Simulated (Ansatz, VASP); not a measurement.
# GaN in two plane-wave programs, part 3 of 3

Wanted: the spread between two codes on one cell, functional and k mesh. The cell is taken from a series of runs on this material, whose earlier steps may have relaxed, scaled, displaced or heated it; both programs get it as it stands.

VASP 6.6.1 and Ansatz 0.2.0.

So far: The structure; VASP: zone-centre phonons, LDA.

## (3) Ansatz: zone-centre phonons, LDA

Level of this step: Ansatz beside VASP: Kohn-Sham DFT, plane waves, LDA (Ansatz).

Ansatz runs on its PAW soft_1 files.

The same cell, functional (in two slightly different forms) and mesh now go to Ansatz, which takes its cutoff from its data sets.

input.yaml

```yaml
crystal:
  lattice:
    - [3.1303725133, 0.0, 0.0]
    - [-1.5651862567, 2.7109821198, 0.0]
    - [0.0, 0.0, 5.1042229199]
  atoms:
    - { symbol: "N", position: [0.3333333333, 0.6666666667, 0.3756540297] }
    - { symbol: "N", position: [0.6666666667, 0.3333333333, 0.8756540297] }
    - { symbol: Ga, position: [0.3333333333, 0.6666666667, -0.0006540297] }
    - { symbol: Ga, position: [0.6666666667, 0.3333333333, 0.4993459703] }
kpoints:
  mp_grid: { grid: [15, 15, 8] }
hamiltonian:
  xc: lda
  pseudopotentials: { kind: paw, azcp: { folder: soft_1 }, xc_functional: pbe }
scf:
  occupations: { method: fixed }
output:
  eigenvalues: true
phonons:
  method: dfpt
  dielectric: true
  rigid_motions: translations
```

The run is started by

```console
> ansatz run input.yaml --threads 8 --pin off --max-ram 16384MiB --backend cpu --events-out ev --progress --plain --runs-dir out
```

Numbers of over 12 decimals in the logs are rounded to 6 here.

What it wrote:

```text
Engine: ansatz 0.2.0, aarch64-unknown-linux-gnu
Pseudopotentials: kind: paw
Pseudopotential: N, paw, valence charge 5, recommended cutoff 420 eV (normal), soft_1/N.paw.azcp
Pseudopotential: Ga, paw, valence charge 13, recommended cutoff 420 eV (normal), soft_1/Ga.paw.azcp
Functional definition: SPW92
  exchange = slater_x
  correlation = pw_c
Crystal: 4 atoms, lattice volume = 43.316 Å³
Basis set: ecut = 420 eV, 845 PW (Γ), exchange–correlation on 48×48×72 points (8 copies of the dense FFT grid, shifted against one another)
Bands: 22, of which v1, the nominal top of the filled ones, is band 18 counted from 1 (17 counted from 0)
Symmetry: 12 space group operations
k-points: 488 of 1800 (irreducible under 2 space group operations, time reversal used)
Non-local potential: N, projectors of the file, l = 0: 2, l = 1: 2, l = 2: 1
Non-local potential: Ga, projectors of the file, l = 0: 2, l = 1: 2, l = 2: 3, l = 3: 1
PAW form: soft (Blöchl's): semilocal exchange-correlation on the pseudo side does not see the compensation charge
PAW frozen core: N, regenerated for the run's functional, and the local potential with it (the file was generated under x = pbe(κ = 0.804, μ = 0.219515), c = pbe(β = 0.066725))
PAW frozen core: Ga, regenerated for the run's functional, and the local potential with it (the file was generated under x = pbe(κ = 0.804, μ = 0.219515), c = pbe(β = 0.066725))
PAW one-centre angular grid: N, 110 points (default); XC on 64 Gauss nodes
PAW one-centre angular grid: Ga, 590 points (default); XC on 64 Gauss nodes
Initial density: superposition of atomic densities (chi_scale 0.1, normalization cell, long waves kept (reshape's long-wave potential 0.00 eV rms))
Initial wavefunctions: pseudopotential atomic-orbital guess
Functional: x = slater, c = lda
SCF iter   1: F=—  HF=-8165.551501 eV  |F-HF|=—  |Δ(HF+E_count)|=         —  Δρ=1.10e-1  dr2=4.66e0  ethr=3.10e-3  ⟨swp⟩=4.0  Hψ=37916  notcnv=0  defer=103
preconditioner: auto → Resta (q_TF=auto, 2.645 Å⁻¹)  ε∞=4.9  [insulator: Δε(μ)=3.160 eV  Ē_g=17.212 eV  n_scr=22 (ndim 8)  ℏωp=33.9 eV  f_vac=0.000  ε∞_Penn≈4.9]
SCF iter   2: F=—  HF=-8164.347513 eV  |F-HF|=—  |Δ(HF+E_count)|=    1.20e0  Δρ=4.58e-2  dr2=5.10e-1  ethr=3.10e-3  ⟨swp⟩=2.0  Hψ=24794  notcnv=0  defer=246
SCF iter   3: F=—  HF=-8164.221208 eV  |F-HF|=—  |Δ(HF+E_count)|=   1.26e-1  Δρ=1.75e-2  dr2=9.86e-2  ethr=1.42e-3  ⟨swp⟩=2.0  Hψ=11801  notcnv=0  defer=967
SCF iter   4: F=—  HF=-8164.188419 eV  |F-HF|=—  |Δ(HF+E_count)|=   3.28e-2  Δρ=2.88e-3  dr2=4.31e-3  ethr=2.74e-4  ⟨swp⟩=3.0  Hψ=20385  notcnv=0  defer=967
SCF iter   5: F=—  HF=-8164.186189 eV  |F-HF|=—  |Δ(HF+E_count)|=   2.23e-3  Δρ=2.49e-3  dr2=1.45e-3  ethr=1.20e-5  ⟨swp⟩=2.1  Hψ=20508  notcnv=0  defer=972
SCF iter   6: F=—  HF=-8164.186500 eV  |F-HF|=—  |Δ(HF+E_count)|=   3.11e-4  Δρ=5.02e-4  dr2=8.65e-5  ethr=4.02e-6  ⟨swp⟩=2.0  Hψ=19134  notcnv=0  defer=972
SCF iter   7: F=—  HF=-8164.186502 eV  |F-HF|=—  |Δ(HF+E_count)|=   1.80e-6  Δρ=7.45e-5  dr2=2.94e-6  ethr=2.40e-7  ⟨swp⟩=2.3  Hψ=17045  notcnv=0
SCF iter   8: F=—  HF=-8164.186502 eV  |F-HF|=—  |Δ(HF+E_count)|=   5.25e-8  Δρ=1.10e-5  dr2=4.25e-8  ethr=8.17e-9  ⟨swp⟩=2.0  Hψ=18210  notcnv=0
SCF iter   9: F=—  HF=-8164.186502 eV  |F-HF|=—  |Δ(HF+E_count)|=   1.96e-8  Δρ=1.27e-6  dr2=7.28e-10  ethr=1.18e-10  ⟨swp⟩=2.6  Hψ=19456  notcnv=0
SCF iter  10: F=-8164.186502 eV  HF=-8164.186502 eV  |F-HF|=1.18e-11  |Δ(HF+E_count)|=  6.28e-11  Δρ=2.74e-7  dr2=2.64e-11  ethr=1.00e-12  ⟨swp⟩=6.2  Hψ=57617  notcnv=0
SCF 1 converged in 10 iterations: F = -8164.186502 eV  dr2 = 2.64e-11
  greatest PAW one-centre occupation: 0.996 electrons in one spin orbital (limit 2), on the Ga atom at site 2 (counted from 0), in its partial waves of l = 2
NSCF: frozen V_eff on 4 k-points
DFPT response loops at Γ: preconditioner auto → Resta (q_TF=auto, 2.645 Å⁻¹)  ε∞=5.1 (no band partly filled); β = 1.00, the filter's whole step (`scf.mixing.beta` (0.50) is not read by the response loops at its default; to damp them type it under 1.00, their step now; it binds the ground state too); Broyden in place of MSR1
── the response to a field inside a basis, on 16×16×8 k-points: an SCF that follows is theirs, and a resumed run solves both again ──
Bands: 19, of which v1, the nominal top of the filled ones, is band 18 counted from 1 (17 counted from 0)
k-points: 288 of 2048 (irreducible under 4 space group operations, time reversal used)
Initial density: handed on by an earlier stage of this run
Initial wavefunctions: pseudopotential atomic-orbital guess (no wavefunctions were taken with the density)
Eigensolver: Dense (288 Hₖ)
SCF iter   1: F=—  HF=-8164.186239 eV  |F-HF|=—  |Δ(HF+E_count)|=         —  Δρ=4.17e-4  dr2=1.54e-5  ethr=1.00e-1
preconditioner: auto → Resta (q_TF=auto, 2.645 Å⁻¹)  ε∞=6.0  [insulator: Δε(μ)=2.491 eV  Ē_g=15.130 eV  n_scr=22 (ndim 8)  ℏωp=33.9 eV  f_vac=0.005  ε∞_Penn≈6.0]
SCF iter   2: F=—  HF=-8164.186238 eV  |F-HF|=—  |Δ(HF+E_count)|=   1.51e-6  Δρ=2.66e-4  dr2=9.96e-6  ethr=4.28e-8
SCF iter   3: F=—  HF=-8164.186237 eV  |F-HF|=—  |Δ(HF+E_count)|=   6.11e-7  Δρ=4.88e-5  dr2=2.58e-7  ethr=2.77e-8
SCF iter   4: F=-8164.186236 eV  HF=-8164.186236 eV  |F-HF|=4.22e-8  |Δ(HF+E_count)|=   1.18e-6  Δρ=9.42e-6  dr2=2.30e-8  ethr=7.17e-10
SCF 1 converged in 4 iterations: F = -8164.186236 eV  dr2 = 2.30e-8
DFPT response loops at Γ: preconditioner auto → Resta (q_TF=auto, 2.645 Å⁻¹)  ε∞=4.9 (no band partly filled); β = 1.00, the filter's whole step (`scf.mixing.beta` (0.50) is not read by the response loops at its default; to damp them type it under 1.00, their step now; it binds the ground state too); Broyden in place of MSR1
SCF converged after 10 iterations
Free energy (F): -8164.186502 eV
Harris-Foulkes:  -8164.186502 eV  (|F-HF|=1.18e-11)
Internal energy: -8164.186502 eV  (E = F + TS)
E sigma→0 (E₀):  -8164.186502 eV
Fermi energy:    10.149434 eV
--- Per-component energies (eV) ---
  E_band       = 0.853839
  E_kinetic    = 485.512959
  E_local      = -2755.189576  (includes V_loc(G=0)·N_el)
  E_nonlocal   = -103.269066
  E_hartree    = 1758.988187
  E_xc         = -244.332412
  E_vxc        = -263.708534  (∫ρ·V_xc dr)
  E_paw        = -4079.137344  (= ΣΔE_a)
  E_vpaw       = -880.469675  (= ΣTr[D̂ρ^β])
  E_aug_tail   = 0.001260  (compensation charges beyond the density's cutoff)
  E_ewald      = -3230.377559
  E_core_change = 3.617051  (= ΣΔE_core)
  E_smearing   = -0.000000  (= −TS)
  E_closure    = 0.000000  (closes the sum)
  Σ components = -8164.186502   (vs F -8164.186502, Δ=0.00e0)
--- Band table (eV; the first three rows and the last of 488) ---
  k-point 0: bands = [... 14 lower, 9.0387, 10.0918, 10.1494, 10.1494, 12.4199, 14.6620, 19.4808, 20.1823]
  k-point 1: bands = [... 14 lower, 9.0790, 9.6102, 10.1051, 10.1051, 12.8191, 14.6948, 19.3670, 20.1983]
  k-point 2: bands = [... 14 lower, 9.1944, 9.1944, 9.9800, 9.9800, 13.5597, 14.7726, 19.0828, 19.7990]
  k-point 487: bands = [... 14 lower, 5.8990, 6.2687, 8.0550, 8.4554, 16.0307, 16.6227, 17.6866, 18.4464]
--- Phonons (Γ-DFPT): 4 representative perturbations + reference, on 488 of 1800 k-points (Σ response iterations 13) ---
  k mesh reduced under 2 symmetry operations, with k and −k counted as one. Each operation leaves every solved perturbation unchanged. A smaller set is not considered because the run solves the response to a homogeneous field
  ASR residual: 2.282e-4 → 0.000e0 eV/Å²; symmetrization residual: 3.457e-6 eV/Å²
  ASR residual per site (eV/Å²): 2.28e-4 2.28e-4 1.63e-5 1.63e-5
  Γ frequencies (cm⁻¹): 0.00 0.00 0.00 138.61 138.61 342.88 555.77 577.23 577.23 587.83 587.83 716.72
  ε∞ (high-frequency dielectric tensor):
        5.528153    -0.000000     0.000000
        0.000000     5.528153     0.000000
        0.000000     0.000000     5.699125
  ε⁰ (static dielectric tensor: ions relaxed, cell fixed):
        9.409204     0.000000     0.000000
        0.000000     9.409204     0.000000
        0.000000     0.000000    10.334766
  ε⁰ − ε∞ (ionic part):
        3.881051     0.000000     0.000000
        0.000000     3.881051     0.000000
        0.000000     0.000000     4.635641
  softest optical mode at Γ: 138.61 cm⁻¹; the repairs (sum rule, projections) moved no ω² at Γ by more than (2.29 cm⁻¹)²
  Born effective charges Z* (e; rows j = field, columns β = displacement):
    site 0:
        -2.57657   -0.00000   -0.00000
        -0.00000   -2.57657   -0.00000
         0.00000   -0.00000   -2.71127
    site 1:
        -2.57657   -0.00000   -0.00000
         0.00000   -2.57657   -0.00000
        -0.00000   -0.00000   -2.71127
    site 2:
         2.57657    0.00000    0.00000
         0.00000    2.57657    0.00000
         0.00000    0.00000    2.71127
    site 3:
         2.57657    0.00000    0.00000
         0.00000    2.57657    0.00000
         0.00000    0.00000    2.71127
  Z* charge neutrality: 2.414e-3 e pre-enforcement
  solved inside a basis spanned on kpoints, on 16×16×8 k-points, its susceptibility summed on 20×20×10: ε∞ is read to err by 1.7e-2, Z* by 1.5e-2 e (field_mesh: kpoints solves on kpoints); Z* is corrected for what the basis lacks
  optical modes at Γ without the LO–TO term, one row a degenerate level:
      ω (cm⁻¹)  modes    IR ((D/Å)²/amu)
        138.61      2             0.0000
        342.88      1             0.0000
        555.77      1            29.0802
[...]
optical modes at Γ + LO–TO along q̂ = [1.0000, 0.0000, 0.0000]:
      ω (cm⁻¹)  modes    IR ((D/Å)²/amu)
[...]
optical modes at Γ + LO–TO along q̂ = [0.0000, 1.0000, 0.0000]:
      ω (cm⁻¹)  modes    IR ((D/Å)²/amu)
[...]
716.72      1             0.0000
        753.07      1            26.2624
  optical modes at Γ + LO–TO along q̂ = [0.0000, 0.0000, 1.0000]:
      ω (cm⁻¹)  modes    IR ((D/Å)²/amu)
        138.61      2             0.0000
        342.88      1             0.0000
        577.23      2            52.5248
        587.83      2             0.0000
        716.72      1             0.0000
        748.42      1            29.0802
```

## (4) Comparison

Known differences besides the potentials themselves: the two LDA forms differ slightly; fixed occupations in Ansatz, narrow Gaussian smearing in VASP; VASP's response is taken on the typed mesh, Ansatz refines its own for the field response alone; the cutoff is 420 eV in Ansatz and 600 eV in VASP; VASP's log shows a relativistic correction to its local exchange, Ansatz's none; VASP's log repeats an internal error in its field response. Total energies have different zeros and are not compared.

Compared:

| quantity | Ansatz | VASP | difference |
| --- | --- | --- | --- |
| ε∞ xx | 5.53 | 5.47 | +1.04 % |
| ε∞ yy | 5.53 | 5.47 | +1.04 % |
| ε∞ zz | 5.70 | 5.64 | +1.01 % |
| Born charge of N1 (mean of the diagonal) (e) | -2.62 | -2.61 | -0.01 |
| Born charge of Ga3 (mean of the diagonal) (e) | 2.62 | 2.61 | +0.01 |
| optical mode 1 to 2 (cm⁻¹) | 138.6 | 137.2 | +1.03 % |
| optical mode 3 (cm⁻¹) | 342.9 | 345.6 | -0.80 % |
| optical mode 4 (cm⁻¹) | 555.8 | 560.8 | -0.89 % |
| optical mode 5 to 6 (cm⁻¹) | 577.2 | 582.5 | -0.90 % |
| optical mode 7 to 8 (cm⁻¹) | 587.8 | 593.3 | -0.92 % |
| optical mode 9 (cm⁻¹) | 716.7 | 721.2 | -0.62 % |

Modes are paired by rising frequency, not by their patterns, so a pair may set unlike modes beside each other; they are those without the splitting of longitudinal modes.

## (5) Outcome

| Quantity | Value |
| --- | --- |
| r.m.s. difference of the optical zone-centre modes, each program's sorted by frequency (zone-centre phonons, LDA) | 4.4 cm⁻¹ |
| difference in ε∞ xx (zone-centre phonons, LDA) | +1.0 % |

In words: The r.m.s. difference of the optical zone-centre modes, each program's sorted by frequency is 4.4 cm⁻¹ (zone-centre phonons, LDA). Among the rows given in per cent, the largest difference of the zone-centre phonons, LDA pair is in ε∞ xx, +1.0 %. How closely two codes agree says nothing of how well the functional describes the real material.

[Lines on the potential files, build, host, timing and source positions are cut from VASP's logs without a mark.]

[Logs are printed without paths, hosts, clocks, repeated set-up lines and the standing remarks that a program may print on its own settings, such as how far it seeks lower states.]

[Hosts, paths, dates, database ids (printed as entryN), source tags and the programs' standing remarks are cut or masked in the printed files.]
